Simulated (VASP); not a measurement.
Input:

```
CELL_PARAMETERS angstrom
      0.00000     2.59081     2.59081
      2.59081     0.00000     2.59081
      2.59081     2.59081     0.00000
ATOMIC_POSITIONS crystal
  Be 0.00000 0.00000 0.00000
  Se 0.25000 0.25000 0.25000
```

Method: PBE GGA, VASP's PBE PAW potentials (set 64) (plane waves; VASP). Run with 520 eV cut-off, Gaussian smearing of 0.050 eV, potentials Be Se.

Problem. Estimate the band gap (along the path) with the smallest direct gap where there is one.

Solution. 
```
Item                                    Value
------------------------------------  -------
band gap (along the path)             2.67 eV
smallest direct gap (along the path)  4.21 eV
```

Total energies compare only between runs with the same potentials, cut-off and functional.

The compound is BeSe in the zinc blende structure. It was relaxed first.
